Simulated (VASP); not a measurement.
These are PBE GGA, VASP's PBE PAW potentials (set 64) (plane waves; VASP) values and carry that method's errors.

Input for VASP

**KPOINTS**
```
Automatic mesh
0
Gamma
14 14 8
0 0 0
```

INCAR:
```
ALGO = Normal   ! blocked Davidson
PREC = Accurate
LREAL = .False.
LASPH = .True.   ! aspherical one-centre terms
ISIF = 2
ISMEAR = 1   ! Methfessel-Paxton
NELM = 100
LWAVE = .False.
EDIFF = 1E-2   ! SCF stop (eV)
SIGMA = 0.1
SYSTEM = Os
ENCUT = 400   ! plane-wave cut-off (eV)
GGA = PE   ! PBE
LCHARG = .False.
LMAXMIX = 6   ! l cut-off of mixed one-centre charges
```

POSCAR:
```
Os
1
    1.3592300000    -2.3092790000     0.0000000000
    1.3592300000     2.3092790000     0.0000000000
    0.0000000000     0.0000000000     4.4433190000
Os
2
Direct
  0.3333330000   0.6666670000   0.2500000000
  0.6746950000   0.3413610000   0.7500000000
```

POTCAR, in this order: Os (PBE.64 set). Program: vasp_std.

What VASP printed:

OUTCAR:
```
 ion  position               nearest neighbor table
   1  0.333  0.667  0.250-   2 2.70   2 2.70   2 2.70   2 2.70   2 2.73   2 2.73
   2  0.675  0.341  0.750-   1 2.70   1 2.70   1 2.70   1 2.70   1 2.73   1 2.73
  LATTYP: Found a base centered orthorhombic cell.
 ALAT       =     2.7184600000
 B/A-ratio  =     1.6989611765
 C/A-ratio  =     1.6344985764
 Subroutine PRICEL returns:
 Original cell was already a primitive cell.
 Subroutine GETGRP returns: Found  4 space group operations
The static configuration has the point symmetry C_1 .
 The point group associated with its full space group is C_2h.
The dynamic configuration has the point symmetry C_1 .
 Subroutine INISYM returns: Found  4 space group operations
 Subroutine IBZKPT returns following result:
 Found    500 irreducible k-points:

 Following reciprocal coordinates:
            Coordinates               Weight
  0.000000  0.000000  0.000000      1.000000
  0.071429  0.000000  0.000000      2.000000
  0.000000  0.071429  0.000000      2.000000
  0.142857  0.000000  0.000000      2.000000
  0.000000  0.142857  0.000000      2.000000
  0.214286  0.000000  0.000000      2.000000
...
```

File OSZICAR:
```
       N       E                     dE             d eps       ncg     rms          rms(c)
DAV:   1     0.811119414305E+02    0.81112E+02   -0.65792E+03 12024   0.103E+03
DAV:   2    -0.184451273535E+02   -0.99557E+02   -0.89789E+02 13232   0.362E+02
DAV:   3    -0.236689910247E+02   -0.52239E+01   -0.48696E+01 14200   0.681E+01
DAV:   4    -0.237879008428E+02   -0.11891E+00   -0.11754E+00 13128   0.973E+00
DAV:   5    -0.237892213746E+02   -0.13205E-02   -0.13193E-02 11756   0.873E-01    0.237E+01
DAV:   6    -0.227218903742E+02    0.10673E+01   -0.11439E+00 12824   0.975E+00    0.110E+01
DAV:   7    -0.223961646383E+02    0.32573E+00   -0.83277E-01 13528   0.819E+00    0.478E-01
DAV:   8    -0.223905276145E+02    0.56370E-02   -0.69411E-03  6596   0.716E-01
   1 F= -.22390528E+02 E0= -.22390510E+02  d E =-.540333E-04
```

File OUTCAR:
```
------------------------ aborting loop because EDIFF is reached ----------------------------------------
  FORCE on cell =-STRESS in cart. coord.  units (eV):
  Direction    XX          YY          ZZ          XY          YZ          ZX
  --------------------------------------------------------------------------------------
  Total        2.7644652      4.5621306     -1.2704641     -0.0644756      0.0000000      0.0000000
  in kB      158.7869711    262.0423263    -72.9736599     -3.7033863      0.0000000      0.0000000
  external PRESSURE =     115.9518792 kB  Pullay stress =       0.0000000 kB
  volume of cell :       27.89
      direct lattice vectors                 reciprocal lattice vectors
     1.359230000 -2.309279000  0.000000000     0.367855330 -0.216517796  0.000000000
     1.359230000  2.309279000  0.000000000     0.367855330  0.216517796  0.000000000
     0.000000000  0.000000000  4.443319000     0.000000000  0.000000000  0.225056990
 POSITION                                       TOTAL-FORCE (eV/Angst)
 -----------------------------------------------------------------------------------
      1.35923      0.76976      1.11083         0.172327      0.065909     -0.000000
      1.38105     -0.76976      3.33249        -0.172327     -0.065909      0.000000
 -----------------------------------------------------------------------------------
    total drift:                               -0.000003     -0.000000     -0.000000
  FREE ENERGIE OF THE ION-ELECTRON SYSTEM (eV)
  ---------------------------------------------------
  free  energy   TOTEN  =       -22.3905276145 eV

  energy  without entropy=      -22.3904735812  energy(sigma->0) =      -22.39050960
```
(Selected blocks of OUTCAR.)

The compound is Os in the hcp structure. The cell was not relaxed at this level, atoms are displaced from their ideal sites. The run is one of a series of settings (EDIFF = 1E-2 against the base run), some of them coarse on purpose.
